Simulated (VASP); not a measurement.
Energy against volume of LiF (rock salt). Calculation: SCAN meta-GGA, VASP's PBE PAW potentials (set 64) (plane waves; VASP 6.6.1). Run with 520 eV cut-off, 11×11×11 Γ-centred mesh, Gaussian smearing of 0.050 eV, potentials Li_sv F.

```
V (Å³/atom)  E (eV/atom)
-----------  -----------
7.572           -6.15624
7.806           -6.15894
8.041           -6.15743
8.275           -6.15296
```

Task: Fit these four points and predict the energy of the run at 7.338 Å³/atom.

Result: A cubic in V^(−2/3), the third-order Birch-Murnaghan form, passes through the four points with V0 = 7.83 Å³/atom and B0 = 93 GPa, and gives -6.1478 eV/atom there. The run gave -6.1492 eV/atom, -1.4 meV/atom from the fit; all five points give B0 = 86 GPa.

The compound is LiF in the rock salt structure. It was relaxed first.
